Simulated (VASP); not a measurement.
## BiPt with and without spin-orbit coupling

Aim: run bands, DOS and a relaxation of BiPt twice, without and with spin-orbit coupling. All runs use PBEsol. The start is a cell from a database of measured crystal structures.

Program: VASP 6.6.1. Level of theory: PBEsol; plane waves and PAW (Bi_d, Pt), in the first sound run; inputs show where later runs differ. Results are calculated unless marked as measured.

The database entry behind the starting cell differs from later determinations by our own check (0.1 to 0.3 % short, probably kX units), so it need not match the best structure at ambient conditions.

### 1. The structure

It takes space group P6_3/mmc (No. 194, hexagonal). Conventional cell: a = 4.315 Å, b = 4.315 Å, c = 5.490 Å, α = 90.00°, β = 90.00°, γ = 120.00°. Bi has 6 Pt at 2.84 Å nearest. Nearest to Pt lie 2 Pt at 2.75 Å and 6 Bi at 2.84 Å. Farther neighbours are not listed.

Structure file:

```cif
data_structure
_symmetry_space_group_name_H-M 'P 1'
_symmetry_Int_Tables_number 1
_cell_length_a 4.3150
_cell_length_b 4.3150
_cell_length_c 5.4900
_cell_angle_alpha 90.000
_cell_angle_beta 90.000
_cell_angle_gamma 120.000
_cell_volume 88.52
loop_
_atom_site_label
_atom_site_type_symbol
_atom_site_fract_x
_atom_site_fract_y
_atom_site_fract_z
_atom_site_occupancy
Bi1 Bi 0.33333 0.66667 0.25000 1
Bi2 Bi 0.66667 0.33333 0.75000 1
Pt3 Pt 0.00000 0.00000 0.00000 1
Pt4 Pt 0.00000 0.00000 0.50000 1
```

### 2. Reference run

A single point gives energy, forces and stress at these settings. PBEsol restores the gradient expansion of exchange and is tuned for the cells of solids.

The input, INCAR:

```
SYSTEM = BiPt
PREC = Accurate
ENCUT = 400
EDIFF = 1E-06
NELM = 100
ISMEAR = -1
SIGMA = 0.05
LREAL = .FALSE.
ALGO = Normal
GGA = PS
NBANDS = 31
LASPH = .TRUE.
LORBIT = 11
LWAVE = .FALSE.
LCHARG = .FALSE.
KPAR = 4
ISIF = 2
```

The input, POSCAR:

```
BiPt
1.0
    4.3150000000      0.0000000000      0.0000000000
   -2.1575000000      3.7368996173      0.0000000000
    0.0000000000      0.0000000000      5.4900000000
Bi Pt
2 2
Direct
    0.3333333333      0.6666666667      0.2500000000
    0.6666666667      0.3333333333      0.7500000000
    0.0000000000      0.0000000000      0.0000000000
    0.0000000000      0.0000000000      0.5000000000
```

The input, KPOINTS:

```
Automatic mesh
0
Gamma
7 7 5
0 0 0
```

Potentials, in the order of the species: Bi_d and Pt (PBE family, release 64).

Started as:

```bash
mpirun -np 4 vasp_std
```

The program printed:

```text
[banner, memory and clock lines left out]
running    4 mpi-ranks, on    1 nodes
 distrk:  each k-point on    1 cores,    4 groups
 distr:  one band on    1 cores,    1 groups

 POSCAR found type information on POSCAR BiPt
 POSCAR found :  2 types and       4 ions
|                                                                             |
|               ----> ADVICE to this user running VASP <----                  |
|                                                                             |
|     You enforced a specific xc type in the INCAR file but a different       |
|     [... a line on the potential file left out ...]
|     I HOPE YOU KNOW WHAT YOU ARE DOING!                                     |
|                                                                             |

 LDA part: xc-table for (Slater+PW92), standard interpolation
 POSCAR, INCAR and KPOINTS ok, starting setup
 FFT: planning ... GRIDC
 FFT: planning ... GRID_SOFT
 FFT: planning ... GRID
 WAVECAR not read
 entering main loop
       N       E                     dE             d eps       ncg     rms          rms(c)
DAV:   1     0.490546356009E+03    0.49055E+03   -0.21889E+04  1502   0.163E+03
DAV:   2     0.241216786682E+02   -0.46642E+03   -0.44821E+03  1558   0.470E+02
DAV:   3    -0.223830881184E+02   -0.46505E+02   -0.45035E+02  1778   0.161E+02
DAV:   4    -0.239945719148E+02   -0.16115E+01   -0.16067E+01  1737   0.315E+01
DAV:   5    -0.240673442468E+02   -0.72772E-01   -0.72768E-01  2119   0.624E+00    0.109E+01
DAV:   6    -0.236907754432E+02    0.37657E+00   -0.10604E+00  1684   0.701E+00    0.560E+00
DAV:   7    -0.235984219807E+02    0.92353E-01   -0.14742E-01  1805   0.360E+00    0.251E+00
DAV:   8    -0.235802589196E+02    0.18163E-01   -0.66939E-02  1861   0.169E+00    0.359E-01
DAV:   9    -0.235796693479E+02    0.58957E-03   -0.75535E-03  1904   0.967E-01    0.115E-01
DAV:  10    -0.235794895578E+02    0.17979E-03   -0.80346E-04  1907   0.285E-01    0.306E-02
DAV:  11    -0.235794979157E+02   -0.83580E-05   -0.56740E-05  1812   0.512E-02    0.848E-03
DAV:  12    -0.235794981663E+02   -0.25051E-06   -0.45337E-06  1562   0.190E-02
   1 F= -.23579498E+02 E0= -.23573408E+02  d E =-.121800E-01
```

It took 5.4 s on 4 MPI ranks of Intel Xeon 6975P-C (Granite Rapids), shared host; peak memory 0.71 GiB.

Lines that name or quote the potential files are left out of all logs, and their timing lines are given in words.

From OUTCAR (step 2):

```text
ion  position               nearest neighbor table
   1  0.333  0.667  0.250-   3 2.84   4 2.84   3 2.84   4 2.84   3 2.84   4 2.84   2 3.71   2 3.71
                             2 3.71   2 3.71   2 3.71   2 3.71
   2  0.667  0.333  0.750-   3 2.84   4 2.84   3 2.84   4 2.84   3 2.84   4 2.84   1 3.71   1 3.71
                             1 3.71   1 3.71   1 3.71   1 3.71
   3  0.000  0.000  0.000-   4 2.75   4 2.75   1 2.84   2 2.84   1 2.84   2 2.84   2 2.84   1 2.84

  LATTYP: Found a hexagonal cell.
 ALAT       =     4.3150000000
 C/A-ratio  =     1.2723059096

 Subroutine GETGRP returns: Found 24 space group operations
 (whereof 12 operations were pure point group operations)

The static configuration has the point symmetry D_3d.
 The point group associated with its full space group is D_6h.

 Found     24 irreducible k-points:

   k-points           NKPTS =     24   k-points in BZ     NKDIM =     24   number of bands    NBANDS=     31

   dimension x,y,z NGX =    28 NGY =   28 NGZ =   36
   dimension x,y,z NGXF=    56 NGYF=   56 NGZF=   72

   ENCUT  =  400.0 eV  29.40 Ry    5.42 a.u.   7.04  7.04  8.95*2*pi/ulx,y,z

   NELECT =      50.0000    total number of electrons

 k-points in reciprocal lattice and weights: Automatic mesh
   0.00000000  0.00000000  0.00000000       0.004
   0.14285714 -0.00000000  0.00000000       0.024
   0.28571429 -0.00000000  0.00000000       0.024
   0.42857143  0.00000000  0.00000000       0.024
   0.14285714  0.14285714  0.00000000       0.024
   0.28571429  0.14285714  0.00000000       0.049
   0.42857143  0.14285714  0.00000000       0.024
   0.28571429  0.28571429  0.00000000       0.024
   0.00000000  0.00000000  0.20000000       0.008
[...]
0.42857143  0.14285714  0.40000000       0.049
   0.28571429  0.28571429  0.40000000       0.049

 average (electrostatic) potential at core
       1-101.4591       2-101.4591       3 -64.4036       4 -64.4036

 E-fermi :   9.3606

 k-point     1 :       0.0000    0.0000    0.0000
  band No.  band energies     occupation
    ...
     18       5.3897      2.00000
     19       6.3782      2.00000
     20       6.3782      2.00000
     21       7.6563      2.00000
     22       7.6563      2.00000
     23       9.6102      0.01348
     24       9.6102      0.01348
     25      10.4404      0.00000
     26      11.2796      0.00000
     27      11.5839      0.00000
    ...

 k-point     2 :       0.1429   -0.0000    0.0000
  band No.  band energies     occupation
    ...
     20       6.4308      2.00000
     21       7.6281      2.00000
     22       7.6610      2.00000
     23       7.8616      2.00000
     24       9.1441      1.97400
     25      10.2371      0.00000
     26      10.8328      0.00000
     27      12.3104      0.00000
     28      12.8402      0.00000
     29      12.9448      0.00000
    ...

 k-point     3 :       0.2857   -0.0000    0.0000
  band No.  band energies     occupation
    ...
     21       6.5536      2.00000
     22       7.5788      2.00000
     23       7.6729      2.00000
     24       8.0792      2.00000
     25       9.3628      0.97769
     26       9.5432      0.05051
     27      11.9515      0.00000
     28      13.1902      0.00000
     29      13.3972      0.00000
     30      14.4054      0.00000
    ...

  Total        1.5175314      1.5175314      1.2456060      0.0000000      0.0000000      0.0000000
  in kB       27.4652591     27.4652591     22.5437770      0.0000000      0.0000000      0.0000000
  external PRESSURE =      25.8247651 kB  Pullay stress =       0.0000000 kB

  energy-cutoff  :      400.00
  volume of cell :       88.52
      direct lattice vectors                 reciprocal lattice vectors
     4.315000000  0.000000000  0.000000000     0.231749710  0.133800758  0.000000000
    -2.157500000  3.736899617  0.000000000     0.000000000  0.267601515  0.000000000
     0.000000000  0.000000000  5.490000000     0.000000000  0.000000000  0.182149362

 POSITION                                       TOTAL-FORCE (eV/Angst)
 -----------------------------------------------------------------------------------
     -0.00000      2.49127      1.37250         0.000000     -0.000000      0.000000
      2.15750      1.24563      4.11750        -0.000000      0.000000      0.000000
      0.00000      0.00000      0.00000        -0.000000     -0.000000      0.000000
      0.00000      0.00000      2.74500        -0.000000     -0.000000      0.000000
 -----------------------------------------------------------------------------------
    total drift:                               -0.000000      0.000000     -0.000000

  FREE ENERGIE OF THE ION-ELECTRON SYSTEM (eV)
  ---------------------------------------------------
  free  energy   TOTEN  =       -23.5794981663 eV

  energy  without entropy=      -23.5673181183  energy(sigma->0) =      -23.57340814

 total charge
# of ion       s       p       d       tot
------------------------------------------
    1        1.498   1.327   9.977  12.803
    2        1.498   1.327   9.977  12.803
    3        0.679   0.489   8.210   9.378
    4        0.679   0.489   8.210   9.378
--------------------------------------------------
tot          4.355   3.633  36.375  44.363

[... 3 further parts left out ...]
```

The k-mesh is coarse for a metal. The PAW data sets were made with PBE, which is usual practice but a small mismatch for other functionals. At this level the cell is under a pressure of 2.6 GPa, so at these settings it is away from equilibrium.

Numbers from this step:

```
SCF cycles              : 12
electrons               : 50
bands                   : 31
irreducible k-points    : 24
symmetry operations     : 24
free energy (TOTEN)     : -23.58 eV
energy at zero smearing : -23.57 eV
Fermi energy            : 9.361 eV
pressure                : 2.582 GPa
metallic                : yes
```

The pressure is 2.58 GPa and the largest force 0.000 eV/Å, so the cell is not at a minimum at these settings.

### 3. Bands along the symmetry lines (PBEsol)

Levels along the symmetry lines show where the bands peak and cross; KPOINTS_OPT computes them in the converged potential.

Changes to INCAR since step 2:

```diff
@@ -10,3 +10,3 @@
 GGA = PS
-NBANDS = 31
+NBANDS = 39
 LASPH = .TRUE.
@@ -16,2 +16 @@
 KPAR = 4
-ISIF = 2
```

POSCAR is that of step 2.

KPOINTS is that of step 2.

The input, KPOINTS_OPT:

```
Line mode
16
Line-mode
Reciprocal
  0.00000000   0.00000000   0.00000000 GAMMA
  0.50000000   0.00000000   0.00000000 M

  0.50000000   0.00000000   0.00000000 M
  0.33333333   0.33333333   0.00000000 K

  0.33333333   0.33333333   0.00000000 K
  0.00000000   0.00000000   0.00000000 GAMMA

  0.00000000   0.00000000   0.00000000 GAMMA
  0.00000000   0.00000000   0.50000000 A

  0.00000000   0.00000000   0.50000000 A
  0.50000000   0.00000000   0.50000000 L

  0.50000000   0.00000000   0.50000000 L
  0.33333333   0.33333333   0.50000000 H

  0.33333333   0.33333333   0.50000000 H
  0.00000000   0.00000000   0.50000000 A

  0.50000000   0.00000000   0.50000000 L
  0.50000000   0.00000000   0.00000000 M

  0.33333333   0.33333333   0.00000000 K
  0.33333333   0.33333333   0.50000000 H
```

Started as:

```bash
mpirun -np 4 vasp_std
```

The program printed:

```text
[banner, memory and clock lines left out]
running    4 mpi-ranks, on    1 nodes
 distrk:  each k-point on    1 cores,    4 groups
 distr:  one band on    1 cores,    1 groups

 POSCAR found type information on POSCAR BiPt
 POSCAR found :  2 types and       4 ions
 [... a notice as in an earlier step ...]

 LDA part: xc-table for (Slater+PW92), standard interpolation
 POSCAR, INCAR and KPOINTS ok, starting setup
 FFT: planning ... GRIDC
 FFT: planning ... GRID_SOFT
 FFT: planning ... GRID
 WAVECAR not read
 entering main loop
       N       E                     dE             d eps       ncg     rms          rms(c)
DAV:   1     0.497595693430E+03    0.49760E+03   -0.20680E+04  1893   0.130E+03
DAV:   2     0.285140347037E+02   -0.46908E+03   -0.44186E+03  1893   0.403E+02
DAV:   3    -0.221861312015E+02   -0.50700E+02   -0.49079E+02  2105   0.135E+02
DAV:   4    -0.239861648949E+02   -0.18000E+01   -0.17955E+01  2199   0.265E+01
DAV:   5    -0.240673233790E+02   -0.81158E-01   -0.81148E-01  2649   0.546E+00    0.109E+01
DAV:   6    -0.236917224358E+02    0.37560E+00   -0.77780E-01  2153   0.560E+00    0.562E+00
DAV:   7    -0.235993583575E+02    0.92364E-01   -0.10175E-01  2522   0.311E+00    0.254E+00
DAV:   8    -0.235803391684E+02    0.19019E-01   -0.60506E-02  2337   0.138E+00    0.363E-01
DAV:   9    -0.235796212332E+02    0.71794E-03   -0.63874E-03  2521   0.771E-01    0.948E-02
DAV:  10    -0.235794887071E+02    0.13253E-03   -0.43319E-04  2559   0.225E-01    0.339E-02
DAV:  11    -0.235794979099E+02   -0.92028E-05   -0.40324E-05  2344   0.367E-02    0.600E-03
DAV:  12    -0.235794981051E+02   -0.19522E-06   -0.31622E-06  1939   0.128E-02
   1 F= -.23579498E+02 E0= -.23573409E+02  d E =-.121782E-01
 Start KPOINTS_OPT (optional k-point list driver)
k-point batch [1-24\144]
       N       E                     dE             ncg
DAV:   1     0.946485773861E+04   -0.10149E+05     1886
DAV:   2    -0.172878675663E+04   -0.11194E+05     1879
DAV:   3    -0.292538026767E+04   -0.11966E+04     2134
DAV:   4    -0.296766903701E+04   -0.42289E+02     2197
DAV:   5    -0.296960198849E+04   -0.19330E+01     2757
DAV:   6    -0.296962744742E+04   -0.25459E-01     2374
DAV:   7    -0.296962837312E+04   -0.92570E-03     2819
DAV:   8    -0.296962838170E+04   -0.85774E-05     2070
DAV:   9    -0.296962838199E+04   -0.29430E-06     1378
[...]
k-point batch [121-144\144]
       N       E                     dE             ncg
DAV:   1     0.932858872098E+04   -0.23164E+05     1955
DAV:   2    -0.183534189892E+04   -0.11164E+05     1902
DAV:   3    -0.302812893424E+04   -0.11928E+04     2224
DAV:   4    -0.306970034900E+04   -0.41571E+02     2173
DAV:   5    -0.307172536630E+04   -0.20250E+01     2832
DAV:   6    -0.307174876573E+04   -0.23399E-01     2382
DAV:   7    -0.307174943152E+04   -0.66579E-03     2849
DAV:   8    -0.307174943925E+04   -0.77313E-05     1935
DAV:   9    -0.307174943958E+04   -0.32533E-06     1384
```

The job ended after 23 s (4 MPI ranks; peak memory 0.89 GiB).

From OUTCAR (step 3):

```text
 Found     24 irreducible k-points:

   k-points           NKPTS =     24   k-points in BZ     NKDIM =     24   number of bands    NBANDS=     39

   NELECT =      50.0000    total number of electrons

 E-fermi :   9.3605

 k-point     1 :       0.0000    0.0000    0.0000
  band No.  band energies     occupation
    ...
     18       5.3896      2.00000
     19       6.3781      2.00000
     20       6.3781      2.00000
     21       7.6562      2.00000
     22       7.6562      2.00000
     23       9.6103      0.01346
     24       9.6103      0.01346
     25      10.4403      0.00000
     26      11.2796      0.00000
     27      11.5839      0.00000
    ...

 k-point     2 :       0.1429   -0.0000    0.0000
  band No.  band energies     occupation
    ...
     20       6.4307      2.00000
     21       7.6280      2.00000
     22       7.6609      2.00000
     23       7.8616      2.00000
     24       9.1441      1.97398
     25      10.2370      0.00000
     26      10.8328      0.00000
     27      12.3105      0.00000
     28      12.8402      0.00000
     29      12.9448      0.00000
    ...

  Total        1.5106682      1.5106682      1.2373685     -0.0000000      0.0000000      0.0000000
  in kB       27.3410441     27.3410441     22.3946909     -0.0000000      0.0000000      0.0000000
  external PRESSURE =      25.6922597 kB  Pullay stress =       0.0000000 kB

 POSITION                                       TOTAL-FORCE (eV/Angst)
 -----------------------------------------------------------------------------------
     -0.00000      2.49127      1.37250        -0.000000      0.000000      0.000000
      2.15750      1.24563      4.11750         0.000000      0.000000      0.000000
      0.00000      0.00000      0.00000        -0.000000     -0.000000      0.000000
      0.00000      0.00000      2.74500        -0.000000     -0.000000      0.000000
 -----------------------------------------------------------------------------------
    total drift:                               -0.000000      0.000000     -0.000000

  FREE ENERGIE OF THE ION-ELECTRON SYSTEM (eV)
  ---------------------------------------------------
  free  energy   TOTEN  =       -23.5794981051 eV

  energy  without entropy=      -23.5673199392  energy(sigma->0) =      -23.57340902

 total charge
# of ion       s       p       d       tot
------------------------------------------
    1        1.498   1.327   9.977  12.803
    2        1.498   1.327   9.977  12.803
    3        0.679   0.489   8.210   9.379
    4        0.679   0.489   8.210   9.379
--------------------------------------------------
tot          4.354   3.633  36.375  44.363

[... 8 parts as in an earlier step ...]

[... 5 further parts left out ...]
```

Spin-orbit coupling is off here; with elements this heavy it splits and shifts levels by tenths of an eV or more.

This step gave:

- bands: 39
- pressure: 2.569 GPa

Electronic bands along the path, in eV, zero at the Fermi level; # counts the bands kept, so #1 is VASP's band 13:

| point | #10 | #11 | #12 | #13 | #14 | #15 | #16 | #17 |
| --- | --- | --- | --- | --- | --- | --- | --- | --- |
| Γ | -1.70 | 0.25 | 0.25 | 1.08 | 1.92 | 2.22 | 2.87 | 3.53 |
| 0.47 of the way | -1.76 | -1.69 | -0.86 | 0.43 | 0.68 | 2.78 | 3.83 | 3.84 |
| M | -2.68 | -2.35 | -1.82 | -1.67 | -1.36 | 2.22 | 4.19 | 4.24 |
| 0.53 of the way | -2.25 | -1.80 | -1.72 | -1.47 | -0.39 | 1.37 | 1.81 | 3.58 |
| K | -1.75 | -1.75 | -1.64 | -0.22 | -0.22 | 0.36 | 0.36 | 3.32 |
| 0.47 of the way | -1.78 | -1.70 | -1.48 | 0.06 | 1.50 | 1.54 | 2.33 | 4.07 |
| Γ | -1.70 | 0.25 | 0.25 | 1.08 | 1.92 | 2.22 | 2.87 | 3.53 |
| 0.47 of the way | -2.28 | -0.38 | 0.26 | 1.07 | 1.07 | 3.33 | 3.33 | 3.42 |
| A | -3.16 | -1.68 | -1.68 | 2.47 | 2.47 | 2.47 | 2.47 | 4.84 |
| 0.53 of the way | -3.04 | -1.39 | -1.39 | 0.73 | 0.73 | 1.34 | 1.34 | 4.19 |
| L | -2.88 | -2.74 | -2.74 | 0.64 | 0.64 | 1.25 | 1.25 | 4.48 |
| 0.53 of the way | -2.97 | -2.40 | -2.40 | -0.92 | -0.92 | 3.46 | 3.46 | 4.77 |
| H | -3.05 | -2.10 | -2.10 | -1.54 | -1.54 | 4.61 | 4.61 | 5.74 |
| 0.47 of the way | -2.98 | -1.43 | -1.43 | -0.45 | -0.45 | 2.34 | 2.34 | 4.78 |
| A | -3.16 | -1.68 | -1.68 | 2.47 | 2.47 | 2.47 | 2.47 | 4.84 |
| jump to L | -2.88 | -2.74 | -2.74 | 0.64 | 0.64 | 1.25 | 1.25 | 4.48 |
| 0.47 of the way | -2.62 | -2.41 | -2.07 | -0.79 | -0.15 | 2.31 | 2.47 | 3.03 |
| M | -2.68 | -2.35 | -1.82 | -1.67 | -1.36 | 2.22 | 4.19 | 4.24 |
| jump to K | -1.75 | -1.75 | -1.64 | -0.22 | -0.22 | 0.36 | 0.36 | 3.32 |
| 0.47 of the way | -2.14 | -1.96 | -1.96 | -1.13 | -1.13 | 2.14 | 2.14 | 4.30 |
| H | -3.05 | -2.10 | -2.10 | -1.54 | -1.54 | 4.61 | 4.61 | 5.74 |

Of the projections kept (Bi, Pt), the largest for each band there; the rest of the weight can lie on other orbitals:

| point | #10 | #11 | #12 | #13 | #14 | #15 | #16 | #17 |
| --- | --- | --- | --- | --- | --- | --- | --- | --- |
| Γ | Pt 1.00 | Bi 0.70 | Bi 0.70 | Pt 0.92 | Pt 0.64 | Pt 0.59 | Bi 0.98 | Pt 0.51 |
| M | Bi 0.76 | Pt 0.97 | Pt 0.99 | Pt 1.00 | Pt 0.80 | Pt 0.80 | Pt 0.65 | Pt 0.71 |
| K | Pt 0.99 | Pt 0.99 | Bi 0.53 | Pt 0.62 | Pt 0.62 | Pt 0.58 | Pt 0.58 | Pt 0.94 |
| Γ | Pt 1.00 | Bi 0.70 | Bi 0.70 | Pt 0.92 | Pt 0.64 | Pt 0.59 | Bi 0.98 | Pt 0.51 |
| A | Pt 0.98 | Bi 0.53 | Bi 0.53 | Bi 0.51 | Bi 0.51 | Bi 0.51 | Bi 0.51 | Pt 0.65 |
| L | Pt 0.99 | Pt 0.94 | Pt 0.94 | Pt 0.59 | Pt 0.59 | Pt 0.61 | Pt 0.61 | Bi 0.65 |

There is no gap at this level.

(Part 1 of 4 ends here.)

[Lines on the potential files, build, host, timing and source positions are cut from VASP's logs without a mark.]

[Logs are printed without paths, hosts, clocks, repeated set-up lines and the standing remarks that a program may print on its own settings, such as how far it seeks lower states.]

[Hosts, paths, dates, database ids (printed as entryN), source tags and the programs' standing remarks are cut or masked in the printed files.]

[A measured line is paired with the nearest computed mode of its activity, which favours agreement.]

[In band tables of VASP the shares of atoms and orbitals are scaled to a sum of 1 inside the atoms' spheres.]
